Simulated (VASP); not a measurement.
Output of a VASP run:

OUTCAR:
```
 ion  position               nearest neighbor table
   1  0.000  0.000  0.000-   3 1.98   4 1.98   4 1.98   3 1.98   4 1.98   3 1.98   2 2.33   2 2.33
  LATTYP: Found a hexagonal cell.
 ALAT       =     2.7797194769
 C/A-ratio  =     1.6783903407
 Subroutine PRICEL returns:
 Original cell was already a primitive cell.
 Subroutine GETGRP returns: Found 24 space group operations
The static configuration has the point symmetry D_3d.
 The point group associated with its full space group is D_6h.
The dynamic configuration has the point symmetry D_3d.
 Subroutine INISYM returns: Found 24 space group operations
 Subroutine IBZKPT returns following result:
 Found    120 irreducible k-points:

 Following reciprocal coordinates:
            Coordinates               Weight
  0.000000  0.000000  0.000000      1.000000
  0.071429  0.000000  0.000000      6.000000
  0.142857  0.000000  0.000000      6.000000
  0.214286 -0.000000  0.000000      6.000000
  0.285714 -0.000000  0.000000      6.000000
  0.357143  0.000000  0.000000      6.000000
  0.428571 -0.000000  0.000000      6.000000
  0.500000 -0.000000  0.000000      3.000000
  0.071429  0.071429  0.000000      6.000000
  0.142857  0.071429  0.000000     12.000000
  0.214286  0.071429  0.000000     12.000000
  0.285714  0.071429  0.000000     12.000000
  0.357143  0.071429  0.000000     12.000000
  0.428571  0.071429  0.000000     12.000000
  0.142857  0.142857  0.000000      6.000000
  0.214286  0.142857  0.000000     12.000000
  0.285714  0.142857  0.000000     12.000000
  0.357143  0.142857  0.000000     12.000000
  0.428571  0.142857  0.000000      6.000000
  0.214286  0.214286  0.000000      6.000000
  0.285714  0.214286  0.000000     12.000000
  0.357143  0.214286  0.000000     12.000000
  0.285714  0.285714  0.000000      6.000000
  0.357143  0.285714  0.000000      6.000000
  0.000000  0.000000  0.125000      2.000000
  0.071429  0.000000  0.125000     12.000000
  0.142857  0.000000  0.125000     12.000000
  0.214286 -0.000000  0.125000     12.000000
  0.285714 -0.000000  0.125000     12.000000
  0.357143  0.000000  0.125000     12.000000
  0.428571 -0.000000  0.125000     12.000000
  0.500000 -0.000000  0.125000      6.000000
  0.071429  0.071429  0.125000     12.000000
  0.142857  0.071429  0.125000     24.000000
  0.214286  0.071429  0.125000     24.000000
  0.285714  0.071429  0.125000     24.000000
  0.357143  0.071429  0.125000     24.000000
  0.428571  0.071429  0.125000     24.000000
  0.142857  0.142857  0.125000     12.000000
  0.214286  0.142857  0.125000     24.000000
   k-points           NKPTS =    120   k-points in BZ     NKDIM =    120   number of bands    NBANDS=     17
   number of dos      NEDOS =    601   number of ions     NIONS =      4
   total plane-waves  NPLWV =  20736
   dimension x,y,z NGX =    24 NGY =   24 NGZ =   36
   dimension x,y,z NGXF=    48 NGYF=   48 NGZF=   72
   ions per type =               2   2
   PREC   = accura    normal or accurate (medium, high low for compatibility)
   ISTART =      0    job   : 0-new  1-cont  2-samecut
   ICHARG =      2    charge: 1-file 2-atom 10-const
   ISPIN  =      1    spin polarized calculation?
   LNONCOLLINEAR =      F non collinear calculations
   LSORBIT =      F    spin-orbit coupling
   INIWAV =      1    electr: 0-lowe 1-rand  2-diag
   ENCUT  =  520.0 eV  38.22 Ry    6.18 a.u.   5.17  5.17  8.67*2*pi/ulx,y,z
   NELM   =    100;   NELMIN=  2; NELMDL= -5     # of ELM steps
   EDIFF  = 0.1E-06   stopping-criterion for ELM
   LREAL  =      F    real-space projection
   NLSPLINE    = F    spline interpolate recip. space projectors
   LMAXMIX     =    4 max onsite mixed and CHGCAR
   VOSKOWN=      0    Vosko Wilk Nusair interpolation
   EDIFFG = 0.1E-05   stopping-criterion for IOM
   NSW    =      0    number of steps for IOM
   NBLOCK =      1;   KBLOCK =      1    inner block; outer block
...
```

### OSZICAR
```
       N       E                     dE             d eps       ncg     rms          rms(c)
DAV:   1     0.154331181730E+03    0.15433E+03   -0.12316E+04  4144   0.191E+03
DAV:   2    -0.234339147123E+02   -0.17777E+03   -0.17297E+03  4112   0.350E+02
DAV:   3    -0.402083782635E+02   -0.16774E+02   -0.16155E+02  5299   0.114E+02
DAV:   4    -0.409472680641E+02   -0.73889E+00   -0.72812E+00  5233   0.221E+01
DAV:   5    -0.409640873357E+02   -0.16819E-01   -0.16746E-01  5204   0.311E+00    0.340E+01
DAV:   6    -0.505022569726E+02   -0.95382E+01   -0.17520E+02  5029   0.229E+02    0.364E+01
DAV:   7    -0.325038347330E+02    0.17998E+02   -0.75410E+01  5293   0.157E+02    0.520E+00
DAV:   8    -0.328256943328E+02   -0.32186E+00   -0.49259E+00  4389   0.175E+01    0.295E+00
DAV:   9    -0.327808685483E+02    0.44826E-01   -0.18626E-01  5726   0.690E+00    0.520E-01
DAV:  10    -0.327797679883E+02    0.11006E-02   -0.17592E-02  4968   0.149E+00    0.226E-01
DAV:  11    -0.327794319442E+02    0.33604E-03   -0.28292E-03  5924   0.887E-01    0.142E-01
DAV:  12    -0.327793549853E+02    0.76959E-04   -0.23124E-04  6368   0.178E-01    0.175E-02
DAV:  13    -0.327793539691E+02    0.10162E-05   -0.50124E-05  4786   0.502E-02    0.645E-03
DAV:  14    -0.327793547464E+02   -0.77738E-06   -0.18049E-06  5177   0.194E-02    0.282E-03
DAV:  15    -0.327793556670E+02   -0.92055E-06   -0.18250E-07  2553   0.465E-03    0.173E-03
DAV:  16    -0.327793556805E+02   -0.13488E-07   -0.84355E-08  2325   0.437E-03
   1 F= -.32779356E+02 E0= -.32779356E+02  d E =0.000000E+00
```

OUTCAR:
```
------------------------ aborting loop because EDIFF is reached ----------------------------------------
  FORCE on cell =-STRESS in cart. coord.  units (eV):
  Direction    XX          YY          ZZ          XY          YZ          ZX
  --------------------------------------------------------------------------------------
  Total       -0.0030491     -0.0030491     -0.0787156      0.0000000     -0.0000000     -0.0000000
  in kB       -0.1564797     -0.1564797     -4.0396596      0.0000000     -0.0000000     -0.0000000
  external PRESSURE =      -1.4508730 kB  Pullay stress =       0.0000000 kB
  volume of cell :       31.22
      direct lattice vectors                 reciprocal lattice vectors
     2.779719477  0.000000000  0.000000000     0.359748532  0.207700910  0.000000000
    -1.389859738  2.407307702  0.000000000     0.000000000  0.415401820  0.000000000
     0.000000000  0.000000000  4.665454320     0.000000000  0.000000000  0.214341398
 POSITION                                       TOTAL-FORCE (eV/Angst)
 -----------------------------------------------------------------------------------
      0.00000      0.00000      0.00000         0.000000      0.000000     -0.000000
      0.00000      0.00000      2.33273         0.000000      0.000000     -0.000000
     -0.00000      1.60487      1.16636         0.000000     -0.000000      0.000000
      1.38986      0.80244      3.49909        -0.000000      0.000000     -0.000000
 -----------------------------------------------------------------------------------
    total drift:                                0.000000     -0.000000      0.000000
  FREE ENERGIE OF THE ION-ELECTRON SYSTEM (eV)
  ---------------------------------------------------
  free  energy   TOTEN  =       -32.7793556805 eV

  energy  without entropy=      -32.7793556805  energy(sigma->0) =      -32.77935568

 total charge

# of ion       s       p       d       tot
------------------------------------------
    1        0.518   0.791   7.520   8.829
    2        0.518   0.791   7.520   8.829
    3        0.882   1.427   0.000   2.309
    4        0.882   1.427   0.000   2.309
--------------------------------------------------
tot          2.801   4.437  15.040  22.277

 Electric field gradients after diagonalization (V/A^2)
 (convention: |V_zz| > |V_xx| > |V_yy|)
----------------------------------------------------------------------
 ion       V_xx      V_yy      V_zz     asymmetry (V_yy - V_xx)/ V_zz
----------------------------------------------------------------------
   1      -0.691    -0.690     1.381       0.001
   2      -0.691    -0.690     1.381       0.001
   3      -1.791    -1.791     3.582       0.000
   4      -1.791    -1.791     3.582       0.000
```
(Selected blocks of OUTCAR.)

### POSCAR
```
CoC
1
    2.7797194769    -0.0000000000     0.0000000000
   -1.3898597385     2.4073077023     0.0000000000
    0.0000000000    -0.0000000000     4.6654543200
Co C
2 2
Direct
  0.0000000000   1.0000000000   0.0000000000
  0.0000000000   1.0000000000   0.5000000000
  0.3333330000   0.6666670000   0.2500000000
  0.6666670000   0.3333330000   0.7500000000
```

Task: Reconstruct the remaining input files.

Result: This is not unique; one that fits is the input of the run itself, PBEsol GGA, plane waves, VASP's PBE PAW potentials (set 64).

INCAR:
```
LEFG = .TRUE.
SYSTEM = CoC
LREAL = .FALSE.   ! projection in real space or not
LMAXMIX = 4
ISMEAR = -5   ! tetrahedra, Bloechl
NELM = 100   ! most electronic steps
LCHARG = .TRUE.
EDIFF = 1E-7   ! SCF stop (eV)
ENCUT = 520
LORBIT = 11
ALGO = Normal   ! blocked Davidson
LASPH = .TRUE.   ! aspherical one-centre terms
GGA = PS
PREC = Accurate
NEDOS = 601
LWAVE = .FALSE.
ISIF = 2   ! forces and stress, cell fixed
```

KPOINTS:
```
Automatic mesh
0
Gamma
14 14 8
0 0 0
```

POTCAR, in this order: Co C (PBE.64 set). Program: vasp_std.

For a metal the tetrahedron method with Blöchl corrections gives inexact stress and forces.

The structure was generated: CoC was put into the NiAs type type (P6_3/mmc), which need not be its known phase. It was relaxed first, which changed the volume by -22 %. The run is not spin-polarised, so no magnetic state was tried.
